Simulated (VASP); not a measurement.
Crystal: Sn2GeO3.

```
CELL_PARAMETERS angstrom
3.75000 0.00000 0.00000
0.00000 3.75000 0.00000
0.00000 0.00000 13.90000
ATOMIC_POSITIONS crystal
Sn 0.50000 0.00000 0.74600
Sn 0.00000 0.50000 0.92100
Sn 0.50000 0.00000 0.07900
Sn 0.00000 0.50000 0.25400
Ge 0.00000 0.50000 0.58800
Ge 0.50000 0.00000 0.41200
O 0.50000 0.50000 0.66670
O 0.00000 0.00000 0.66670
O 0.50000 0.50000 0.00000
O 0.00000 0.00000 0.00000
O 0.00000 0.00000 0.33330
O 0.50000 0.50000 0.33330
```

The cell was built by a generator and needn't be a form met in nature.

```yaml
Program: VASP 6.6.1
Task: relaxation of cell and atoms
Functional: PBE
Potentials_or_basis: VASP PAW PBE potentials, release 64 (Sn_d, Ge_d, O)
Cutoff: 520 eV
k_mesh: 4 × 4 × 1
Occupations: gaussian, width 0.15 eV
Spin: no spin polarisation
```

At the start: pressure 5.5 GPa; volume 16.29 Å³/atom.

Problem. How do energy, volume and symmetry change on relaxing?

Solution. Over 16 steps the energy falls by 43.3 meV/atom and the volume is 17.78 Å³/atom (+9.2 %); space group P4/nmm (No. 129, to 0.05 Å).

The path:
```
step  energy change (eV)  largest force (eV/Å)  pressure (GPa)  volume (Å³)
   1              0.0000                1.8549            5.54       195.47
   2             -0.2172                1.5040           -5.33       211.85
   3             -0.4129                0.7926           -0.91       204.94
   4             -0.4704                0.2944            0.18       203.58
   5             -0.4707                0.2829            0.38       203.51
   6             -0.4818                0.1286            0.65       204.47
   7             -0.4893                0.3465            0.54       207.37
   8             -0.4910                0.1934            0.24       206.46
   9             -0.4988                0.1582            0.41       207.50
  10             -0.5147                0.0946            0.05       210.62
  11             -0.5049                0.2130           -0.86       216.89
  12             -0.5179                0.0987            0.02       212.23
  13             -0.5151                0.1656           -0.43       214.56
  14             -0.5177                0.1177           -0.18       213.14
  15             -0.5179                0.1136           -0.05       212.96
  16             -0.5191                0.0512           -0.32       213.38
```

Final structure:
```yaml
crystal:
  lattice:
    - [3.80402, 0.00000, 0.00000]
    - [0.00000, 3.80402, 0.00000]
    - [0.00000, 0.00000, 14.74610]
  atoms:
    - { symbol: Sn, position: [0.50000, 0.00000, 0.74163] }
    - { symbol: Sn, position: [0.00000, 0.50000, 0.91992] }
    - { symbol: Sn, position: [0.50000, 0.00000, 0.08008] }
    - { symbol: Sn, position: [0.00000, 0.50000, 0.25837] }
    - { symbol: Ge, position: [0.00000, 0.50000, 0.59421] }
    - { symbol: Ge, position: [0.50000, 0.00000, 0.40579] }
    - { symbol: O, position: [0.50000, 0.50000, 0.66131] }
    - { symbol: O, position: [0.00000, 0.00000, 0.66131] }
    - { symbol: O, position: [0.50000, 0.50000, 0.00000] }
    - { symbol: O, position: [0.00000, 0.00000, 0.00000] }
    - { symbol: O, position: [0.00000, 0.00000, 0.33869] }
    - { symbol: O, position: [0.50000, 0.50000, 0.33869] }
```

Caveat: the k mesh is coarse (spacing up to 0.45 Å⁻¹), so the values aren't converged.
